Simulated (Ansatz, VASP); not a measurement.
**One calculation of SbP, two programs**

INCAR

```
PREC     = Accurate       # precision mode
ENCUT    = 520            # plane-wave cutoff, eV
EDIFF    = 1E-7           # SCF threshold, eV
ISMEAR   = 0              # smearing method
SIGMA    = 0.05           # smearing width, eV
LREAL    = F              # projectors in reciprocal space
LASPH    = T              # aspherical terms in the spheres
NELM     = 100            # most SCF steps
ALGO     = Normal         # electronic algorithm
ISIF     = 2              # what is computed and relaxed
LWAVE    = F              # write WAVECAR
LCHARG   = F              # write CHGCAR
NBANDS   = 12             # bands
```

File KPOINTS:

```
Automatic mesh
0
Gamma
  6 6 6
```

POSCAR

```
SbP
1.0
    0.0000000000      2.9101917669      2.9101917669
    2.9101917669      0.0000000000      2.9101917669
    2.9101917669      2.9101917669      0.0000000000
Sb P
1 1
Direct
    0.0000000000      0.0000000000      0.0000000000
    0.2500000000      0.2500000000      0.2500000000
```

Input for Ansatz:

```yaml
crystal:
  lattice:
    - [0.0, 2.9101917669, 2.9101917669]
    - [2.9101917669, 0.0, 2.9101917669]
    - [2.9101917669, 2.9101917669, 0.0]
  atoms:
    - { symbol: Sb, position: [0.0, 0.0, 0.0] }
    - { symbol: P, position: [0.25, 0.25, 0.25] }
basis:
  ecutwfc: 420
kpoints:
  mp_grid: { grid: [6, 6, 6] }
hamiltonian:
  xc: lda
scf:
  occupations: { method: gaussian, width: 0.05 }
output:
  forces: true
  stress: true
  eigenvalues: true
```

The cell comes from a database or a generator and needn't be the stable form of this composition.

Alike in both runs: task single point; functional LDA; k mesh 6 × 6 × 6; occupations gaussian, width 0.05 eV; no spin polarisation.

```csv
,VASP,Ansatz
version,VASP 6.6.1,Ansatz 0.2.0
potentials or method,"VASP PAW LDA potentials, release 64 (Sb, P)","scalar-relativistic, plane waves, PAW"
plane-wave cutoff (eV),520,420
valence electrons in the cell,10,20
```

Ansatz gave:

| Property | Result |
| --- | --- |
| gap on the k mesh at the Fermi level (eV) | none |
| pressure (GPa) | 12.7 |

Estimate VASP's values.

gap on the k mesh at the Fermi level (eV): none; pressure (GPa): 13.0.

A gap of «none» marks a metal or a gap that the smearing closes. The two sets of potentials don't hold the same shells in valence.

Spin-orbit coupling is left out, which matters for the levels of Sb.
